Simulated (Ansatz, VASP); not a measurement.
# NbW (Nb-W-W-Nb stack, (111) layers): VASP beside Ansatz

Wanted: the spread between two codes on one cell, functional and k mesh. The cell is taken from a series of runs on this material, whose earlier steps may have relaxed, scaled, displaced or heated it; both programs get it as it stands.

Program: Ansatz 0.2.0. Level of theory: plane waves, with VASP 6.6.1 beside it; PBEsol. Results are calculated unless marked as measured.

## Step 1: The structure

The cell holds 4 atoms: 2 Nb and 2 W. Cell: a = 2.756 Å, b = 2.756 Å, c = 38.705 Å, α = 90.0°, β = 90.0°, γ = 120.0°. It derives from NbW. Vacuum lies along c.

As a file:

```xyz
4
Lattice="2.7563 0.0000 0.0000 -1.3782 2.3870 0.0000 0.0000 0.0000 38.7046" Properties=species:S:1:pos:R:3
Nb    0.0000    0.0000    5.2284
Nb    0.0000    0.0000   12.6675
W     0.0000    1.5914    7.7298
W     1.3782    0.7957   10.1661
```

## Step 2: VASP: zone-centre phonons, PBEsol

Second derivatives magnify differences that forces hide, and they need a tight electronic threshold.

Lines of VASP's logs that name or quote its potential files are left out, and so is its time.

Contents of INCAR:

```
SYSTEM = NbW
PREC = Accurate
ENCUT = 600
EDIFF = 1E-08
NELM = 120
ISMEAR = 1
SIGMA = 0.2
LREAL = .FALSE.
ALGO = Normal
GGA = PS
NBANDS = 25
LASPH = .TRUE.
LORBIT = 11
LWAVE = .FALSE.
LCHARG = .FALSE.
ISIF = 2
IBRION = 8
GGA_COMPAT = .FALSE.
NELMDL = -8
KPAR = 2
```

Contents of POSCAR:

```
NbW
1.0
    2.7563252399      0.0000000000      0.0000000000
   -1.3781626200      2.3870476788      0.0000000000
    0.0000000000      0.0000000000     38.7046186377
Nb W
2 2
Direct
    0.0000000000      0.0000000000      0.1350838005
    0.0000000000      0.0000000000      0.3272873746
    0.3333333333      0.6666666667      0.1997120274
    0.6666666667      0.3333333333      0.2626591477
```

Contents of KPOINTS:

```
Automatic mesh
0
Gamma
6 6 1
0 0 0
```

Potentials, in the order of the species: Nb_sv and W (PBE family, release 64).

Started as:

```console
$ mpirun -np 2 vasp_std
```

Numbers of over 12 decimals in the logs are rounded to 6 here.

Output:

```text
[banner, memory and clock lines left out]
running    2 mpi-ranks, on    1 nodes
 distrk:  each k-point on    1 cores,    2 groups
 distr:  one band on    1 cores,    1 groups

 POSCAR found type information on POSCAR NbW
 POSCAR found :  2 types and       4 ions
|                                                                             |
|               ----> ADVICE to this user running VASP <----                  |
|                                                                             |
|     You enforced a specific xc type in the INCAR file but a different       |
|     [... a line on the potential file left out ...]
|     I HOPE YOU KNOW WHAT YOU ARE DOING!                                     |
|                                                                             |

 LDA part: xc-table for (Slater+PW92), standard interpolation
 POSCAR, INCAR and KPOINTS ok, starting setup
 FFT: planning ... GRIDC
 FFT: planning ... GRID_SOFT
 FFT: planning ... GRID
 WAVECAR not read
 entering main loop
       N       E                     dE             d eps       ncg     rms          rms(c)
DAV:   1     0.340994582805E+03    0.34099E+03   -0.19634E+04   454   0.137E+03
DAV:   2    -0.131416224943E+02   -0.35414E+03   -0.34657E+03   496   0.433E+02
DAV:   3    -0.454087936951E+02   -0.32267E+02   -0.31549E+02   555   0.101E+02
DAV:   4    -0.490049029317E+02   -0.35961E+01   -0.35053E+01   572   0.331E+01
DAV:   5    -0.491611238453E+02   -0.15622E+00   -0.15424E+00   572   0.529E+00
DAV:   6    -0.491705596895E+02   -0.94358E-02   -0.94825E-02   553   0.119E+00
DAV:   7    -0.491713878535E+02   -0.82816E-03   -0.82481E-03   564   0.229E-01
DAV:   8    -0.491714805699E+02   -0.92716E-04   -0.92086E-04   585   0.611E-02    0.302E+01
DAV:   9    -0.475096727662E+02    0.16618E+01   -0.13738E+01   537   0.178E+01    0.155E+01
DAV:  10    -0.657977369407E+02   -0.18288E+02   -0.13243E+02   553   0.445E+01    0.191E+01
DAV:  11    -0.459102236084E+02    0.19888E+02   -0.11916E+02   577   0.288E+01    0.172E+00
DAV:  12    -0.462513051441E+02   -0.34108E+00   -0.43893E+00   467   0.849E+00    0.180E+00
DAV:  13    -0.462687783285E+02   -0.17473E-01   -0.86750E-01   544   0.442E+00    0.124E+00
DAV:  14    -0.462736153238E+02   -0.48370E-02   -0.80079E-02   508   0.115E+00    0.970E-01
[...]
DAV:  32    -0.462558270634E+02   -0.72830E-06   -0.80830E-09   273   0.596E-04    0.406E-04
DAV:  33    -0.462558274025E+02   -0.33914E-06   -0.71875E-09   265   0.653E-04    0.892E-05
DAV:  34    -0.462558275519E+02   -0.14937E-06    0.25121E-09   249   0.333E-04    0.924E-05
DAV:  35    -0.462558277984E+02   -0.24656E-06   -0.15661E-10   273   0.311E-04    0.147E-04
DAV:  36    -0.462558278357E+02   -0.37256E-07    0.37451E-09   249   0.285E-04    0.450E-05
DAV:  37    -0.462558278847E+02   -0.49048E-07    0.38483E-09   249   0.134E-04    0.600E-05
DAV:  38    -0.462558279051E+02   -0.20406E-07    0.42508E-09   225   0.109E-04    0.311E-05
DAV:  39    -0.462558279105E+02   -0.53742E-08    0.42817E-09   217   0.724E-05
   1 F= -.46255828E+02 E0= -.46249477E+02  d E =-.190534E-01
 Linear response reoptimize wavefunctions to high precision
DAV:   1    -0.462558279115E+02   -0.96679E-09    0.43152E-09   217   0.569E-05
DAV:   2    -0.462558279115E+02    0.00000E+00    0.43564E-09   217   0.346E-05
DAV:   3    -0.462558279115E+02    0.72760E-11    0.43723E-09   217   0.320E-05
 Linear response DOF=           4
 Linear response progress:
  Degree of freedom:   1/  4
       N       E                     dE             d eps       ncg     rms          rms(c)
RMM:   1    -0.492121396515E+00   -0.49212E+00    0.64159E+00  1066   0.267E+01
RMM:   2    -0.380629779795E+00    0.11149E+00   -0.55410E-01  1521   0.471E+00    0.256E-01
RMM:   3    -0.381588477936E+00   -0.95870E-03   -0.34678E-02  1952   0.118E+00    0.136E-01
RMM:   4    -0.381502674128E+00    0.85804E-04   -0.87497E-03  2560   0.421E-01    0.547E-02
RMM:   5    -0.384609236321E+00   -0.31066E-02   -0.29077E-03  2543   0.189E-01    0.259E-01
RMM:   6    -0.381748730472E+00    0.28605E-02   -0.83991E-04  2305   0.117E-01    0.195E-02
RMM:   7    -0.381748735452E+00   -0.49798E-08   -0.29373E-04  2470   0.626E-02    0.941E-03
RMM:   8    -0.381661486122E+00    0.87249E-04   -0.12815E-04  2567   0.395E-02    0.891E-03
RMM:   9    -0.381625527370E+00    0.35959E-04   -0.47759E-05  2604   0.221E-02    0.418E-03
RMM:  10    -0.381587727911E+00    0.37799E-04   -0.23389E-05  2374   0.143E-02    0.222E-03
RMM:  11    -0.381573246650E+00    0.14481E-04   -0.14435E-05  2479   0.101E-02    0.103E-03
RMM:  12    -0.381577082008E+00   -0.38354E-05   -0.87397E-06  2733   0.647E-03    0.702E-04
RMM:  13    -0.381586379154E+00   -0.92971E-05   -0.45900E-06  2255   0.524E-03    0.422E-04
RMM:  14    -0.381587000031E+00   -0.62088E-06   -0.23425E-06  2661   0.330E-03    0.147E-04
RMM:  15    -0.381588182617E+00   -0.11826E-05   -0.18977E-06  2685   0.248E-03    0.119E-04
RMM:  16    -0.381589599613E+00   -0.14170E-05   -0.98175E-07  2494   0.196E-03    0.459E-05
RMM:  17    -0.381589708088E+00   -0.10847E-06   -0.86131E-07  2671   0.157E-03    0.774E-05
RMM:  18    -0.381590240941E+00   -0.53285E-06   -0.54002E-07  2451   0.131E-03    0.655E-05
RMM:  19    -0.381589912347E+00    0.32859E-06   -0.45553E-07  2429   0.110E-03    0.128E-04
[...]
force on displaced ion       1 direction 1 :   0.629   0.003  -0.004
 Linear response progress:
  Degree of freedom:   2/  4
       N       E                     dE             d eps       ncg     rms          rms(c)
RMM:   1    -0.851746961495E+00   -0.85175E+00    0.64728E+00   383   0.273E+01
RMM:   2    -0.775224344313E+00    0.76523E-01   -0.68963E-01   533   0.510E+00    0.251E-01
RMM:   3    -0.779773372273E+00   -0.45490E-02   -0.39545E-02   654   0.127E+00    0.181E-01
RMM:   4    -0.790195215322E+00   -0.10422E-01   -0.23317E-02   782   0.502E-01    0.467E-01
RMM:   5    -0.783896085804E+00    0.62991E-02   -0.41442E-03   767   0.269E-01    0.269E-01
RMM:   6    -0.781847096668E+00    0.20490E-02   -0.21303E-03   720   0.205E-01    0.767E-02
RMM:   7    -0.781330701245E+00    0.51640E-03   -0.33077E-04   753   0.853E-02    0.320E-02
RMM:   8    -0.781147758772E+00    0.18294E-03   -0.11714E-04   808   0.470E-02    0.162E-02
RMM:   9    -0.780998338210E+00    0.14942E-03   -0.38192E-05   792   0.312E-02    0.563E-03
RMM:  10    -0.780952236470E+00    0.46102E-04   -0.21351E-05   898   0.154E-02    0.253E-03
RMM:  11    -0.780912349853E+00    0.39887E-04   -0.63635E-06   784   0.954E-03    0.106E-03
RMM:  12    -0.780905509090E+00    0.68408E-05   -0.30991E-06   904   0.483E-03    0.592E-04
RMM:  13    -0.780901692807E+00    0.38163E-05   -0.10394E-06   901   0.300E-03    0.252E-04
RMM:  14    -0.780901169925E+00    0.52288E-06   -0.68566E-07   890   0.201E-03    0.143E-04
[...]
RMM:  21    -0.780896770061E+00    0.42770E-07    0.71983E-09   895   0.559E-04    0.109E-05
RMM:  22    -0.780896731553E+00    0.38508E-07    0.89304E-08   892   0.528E-04    0.725E-06
RMM:  23    -0.780896650772E+00    0.80781E-07    0.11609E-07   901   0.500E-04    0.411E-06
RMM:  24    -0.780896643387E+00    0.73845E-08    0.10422E-07   897   0.477E-04    0.406E-06
RMM:  25    -0.780896650416E+00   -0.70288E-08    0.13555E-07   909   0.465E-04    0.351E-06
RMM:  26    -0.780896636300E+00    0.14116E-07    0.14524E-07   886   0.458E-04    0.292E-06
RMM:  27    -0.780896634997E+00    0.13031E-08    0.28022E-07   910   0.448E-04    0.310E-06
RMM:  28    -0.780896629576E+00    0.54209E-08    0.16911E-07   884   0.441E-04    0.312E-06
 first order change of Fermi-energy   0.33936E+00
 force on displaced ion       1 direction 3 :   0.000   0.000  -7.074
 Linear response progress:
  Degree of freedom:   3/  4
       N       E                     dE             d eps       ncg     rms          rms(c)
RMM:   1    -0.105329147425E+00   -0.10533E+00   -0.81194E-02  1503   0.122E+00
RMM:   2    -0.105079028964E+00    0.25012E-03   -0.36116E-03  1474   0.265E-01    0.137E-01
RMM:   3    -0.104160288077E+00    0.91874E-03   -0.10616E-03  1939   0.102E-01    0.799E-02
RMM:   4    -0.104151946936E+00    0.83411E-05   -0.84595E-04  1906   0.111E-01    0.118E-01
RMM:   5    -0.103576061931E+00    0.57589E-03   -0.13387E-04  1948   0.429E-02    0.156E-02
RMM:   6    -0.103588402440E+00   -0.12341E-04   -0.38265E-05  2346   0.159E-02    0.107E-02
RMM:   7    -0.103595768197E+00   -0.73658E-05   -0.20326E-05  2137   0.148E-02    0.145E-02
RMM:   8    -0.103588094192E+00    0.76740E-05   -0.86855E-06  1973   0.115E-02    0.102E-03
RMM:   9    -0.103587349274E+00    0.74492E-06   -0.24418E-06  2383   0.399E-03    0.547E-04
RMM:  10    -0.103586835215E+00    0.51406E-06   -0.43719E-07  2358   0.151E-03    0.284E-04
RMM:  11    -0.103586332796E+00    0.50242E-06   -0.20417E-07  2548   0.741E-04    0.143E-04
RMM:  12    -0.103586188222E+00    0.14457E-06   -0.14445E-07  2689   0.461E-04    0.106E-04
RMM:  13    -0.103586140822E+00    0.47400E-07   -0.12086E-07  2686   0.339E-04    0.587E-05
RMM:  14    -0.103586064695E+00    0.76127E-07   -0.78066E-08  2408   0.300E-04    0.179E-05
RMM:  15    -0.103586073936E+00   -0.92409E-08   -0.11931E-07  2555   0.258E-04    0.942E-06
RMM:  16    -0.103586079384E+00   -0.54479E-08   -0.29901E-08  2718   0.241E-04    0.511E-06
 first order change of Fermi-energy   0.28355E-05
 force on displaced ion       3 direction 1 :   0.496  -0.001   0.003
 Linear response progress:
  Degree of freedom:   4/  4
       N       E                     dE             d eps       ncg     rms          rms(c)
RMM:   1    -0.169680716526E+00   -0.16968E+00   -0.86062E-02   713   0.139E+00
RMM:   2    -0.166033093383E+00    0.36476E-02   -0.71243E-03   621   0.395E-01    0.206E-01
RMM:   3    -0.184339276018E+00   -0.18306E-01   -0.37309E-03   682   0.296E-01    0.692E-01
RMM:   4    -0.166431763477E+00    0.17908E-01   -0.45649E-03   668   0.223E-01    0.201E-01
RMM:   5    -0.165849240771E+00    0.58252E-03   -0.25739E-03   719   0.181E-01    0.140E-01
RMM:   6    -0.165614494424E+00    0.23475E-03   -0.93326E-04   662   0.127E-01    0.514E-02
RMM:   7    -0.165557429704E+00    0.57065E-04   -0.22945E-04   670   0.728E-02    0.189E-02
RMM:   8    -0.165571503323E+00   -0.14074E-04   -0.38630E-05   764   0.265E-02    0.100E-02
RMM:   9    -0.165565948951E+00    0.55544E-05   -0.13254E-05   772   0.138E-02    0.301E-03
RMM:  10    -0.165564587154E+00    0.13618E-05   -0.13206E-06   847   0.589E-03    0.192E-03
RMM:  11    -0.165563641303E+00    0.94585E-06    0.21585E-06   816   0.310E-03    0.739E-04
RMM:  12    -0.165564404485E+00   -0.76318E-06    0.23025E-06   833   0.160E-03    0.252E-04
RMM:  13    -0.165564727853E+00   -0.32337E-06    0.12539E-06   843   0.868E-04    0.206E-04
RMM:  14    -0.165564803173E+00   -0.75320E-07    0.81267E-07   794   0.782E-04    0.138E-04
RMM:  15    -0.165564720553E+00    0.82621E-07    0.98354E-07   870   0.481E-04    0.754E-05
RMM:  16    -0.165564798504E+00   -0.77952E-07    0.37859E-07   855   0.406E-04    0.502E-05
RMM:  17    -0.165564778906E+00    0.19598E-07    0.39230E-07   825   0.385E-04    0.266E-05
RMM:  18    -0.165564793644E+00   -0.14739E-07    0.15581E-07   855   0.346E-04    0.127E-05
RMM:  19    -0.165564796844E+00   -0.31999E-08    0.22527E-07   829   0.338E-04    0.127E-05
RMM:  20    -0.165564803736E+00   -0.68917E-08   -0.18788E-07   836   0.321E-04    0.790E-06
RMM:  21    -0.165564805130E+00   -0.13937E-08   -0.14531E-07   818   0.320E-04    0.842E-06
RMM:  22    -0.165564808372E+00   -0.32420E-08   -0.25481E-07   834   0.309E-04    0.708E-06
RMM:  23    -0.165564813229E+00   -0.48577E-08   -0.32490E-07   801   0.315E-04    0.733E-06
 first order change of Fermi-energy  -0.29441E+00
 force on displaced ion       3 direction 3 :  -0.000  -0.000 -15.293
 Linear response finished
```

(Part 1 of 3 ends here.)

[Lines on the potential files, build, host, timing and source positions are cut from VASP's logs without a mark.]

[Logs are printed without paths, hosts, clocks, repeated set-up lines and the standing remarks that a program may print on its own settings, such as how far it seeks lower states.]

[Hosts, paths, dates, database ids (printed as entryN), source tags and the programs' standing remarks are cut or masked in the printed files.]
